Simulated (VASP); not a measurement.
VASP input:

**KPOINTS**
```
Automatic mesh
0
Gamma
8 8 5
0 0 0
```

**INCAR**
```
! general
SYSTEM   =  MnF2
PREC     =  Accurate
ENCUT    =  400
LREAL    =  .FALSE.
LASPH    =  .TRUE.

! electronic loop
EDIFF    =  1E-6
NELM     =  100
ALGO     =  Normal
LMAXMIX  =  4

! smearing
ISMEAR   =  0
SIGMA    =  0.1

! functional
GGA      =  PE

! spin
ISPIN    =  2
MAGMOM   =  4.0 2*0.0

! ions
ISIF     =  2

! output
LWAVE    =  .FALSE.
LCHARG   =  .FALSE.
LORBIT   =  11
```

### POSCAR
```
MnF2
1
    2.9540200000     0.0000000000     0.0000000000
   -1.4770100000     2.5582570000     0.0000000000
    0.0000000000     0.0000000000     4.7654480000
Mn F
1 2
Direct
  0.0000000000   0.0000000000   0.0000000000
  0.3333330000   0.6666670000   0.2520000000
  0.6666670000   0.3333330000   0.7480000000
```

POTCAR, in this order: Mn_pv F (PBE.64 set). Program: vasp_std.

Task: Write an equivalent input for Quantum ESPRESSO's pw.x.

Result: One equivalent input (not run):
```
&CONTROL
  calculation = 'scf'
  pseudo_dir = './pseudo'
  outdir = './out'
  tprnfor = .true.
  tstress = .true.
/
&SYSTEM
  ibrav = 0
  nat = 3
  ntyp = 2
  ecutwfc = 96
  occupations = 'smearing'
  smearing = 'gaussian'
  degauss = 0.00735
  input_dft = 'pbe'
  nspin = 2
  starting_magnetization(1) = 0.4
/
&ELECTRONS
  conv_thr = 7.3e-08
  electron_maxstep = 100
/
ATOMIC_SPECIES
  Mn 54.938 Mn.upf
  F 18.998 F.upf
CELL_PARAMETERS angstrom
     2.9540200    0.0000000    0.0000000
    -1.4770100    2.5582570    0.0000000
     0.0000000    0.0000000    4.7654480
ATOMIC_POSITIONS crystal
  Mn   0.0000000  0.0000000  0.0000000
  F    0.3333330  0.6666670  0.2520000
  F    0.6666670  0.3333330  0.7480000
K_POINTS automatic
  8 8 5 0 0 0
```
The two are equivalent in intent, not identical: the potentials are each code's own (VASP's PAW set, PseudoDojo norm-conserving files in pw.x), so ENCUT and ecutwfc are chosen apart and not converted; conv_thr bounds pw.x's estimated SCF error, while EDIFF bounds the energy change between steps; starting_magnetization is a fraction of the valence charge and MAGMOM a moment in μB, so they match only roughly.

The structure was generated: MnF2 was put into an ordered model structure, which need not be its known phase. The cell was not relaxed at this level.
